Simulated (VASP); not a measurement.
OSZICAR of a VASP run on Sn2C6 (ordered alloy cell):

### OSZICAR
```
       N       E                     dE             d eps       ncg     rms          rms(c)
DAV:   1     0.547001187137E+03    0.54700E+03   -0.24975E+04  1213   0.214E+03
DAV:   2     0.240442899186E+02   -0.52296E+03   -0.50865E+03  1265   0.589E+02
DAV:   3    -0.617689780414E+02   -0.85813E+02   -0.84357E+02  1406   0.201E+02
DAV:   4    -0.670227260181E+02   -0.52537E+01   -0.52142E+01  1397   0.535E+01
DAV:   5    -0.672482587159E+02   -0.22553E+00   -0.22540E+00  1785   0.107E+01    0.132E+01
DAV:   6    -0.610855129931E+02    0.61627E+01   -0.16777E+01  1891   0.404E+01    0.651E+00
DAV:   7    -0.608405110256E+02    0.24500E+00   -0.37427E+00  1374   0.897E+00    0.321E+00
DAV:   8    -0.607993784766E+02    0.41133E-01   -0.31795E-01  1710   0.534E+00    0.821E-01
DAV:   9    -0.607933521361E+02    0.60263E-02   -0.54565E-02  1854   0.183E+00    0.157E-01
DAV:  10    -0.607942262352E+02   -0.87410E-03   -0.50699E-03  1571   0.485E-01    0.109E-01
DAV:  11    -0.607945980945E+02   -0.37186E-03   -0.66684E-04  1694   0.164E-01    0.314E-02
DAV:  12    -0.607946485340E+02   -0.50439E-04   -0.14527E-04  1416   0.106E-01    0.150E-02
DAV:  13    -0.607946574139E+02   -0.88800E-05   -0.14070E-05  1431   0.204E-02    0.659E-03
DAV:  14    -0.607946573824E+02    0.31579E-07   -0.91177E-07  1385   0.674E-03
   1 F= -.60794657E+02 E0= -.60794657E+02  d E =0.000000E+00
```

Which electronic solver shows in the log?

It is blocked Davidson (ALGO = Normal, or the opening steps of other solvers). The INCAR had ALGO = Normal.

Can the final energy be trusted as converged?

The run converged. It stopped with EDIFF = 1E-7, NELM = 100 (PBEsol GGA, plane waves, VASP's PBE PAW potentials (set 64)).

The structure was generated: Sn2C6 was put into an ordered model structure (R-3m), which need not be its known phase. It was relaxed first, which changed the volume by +51 %.
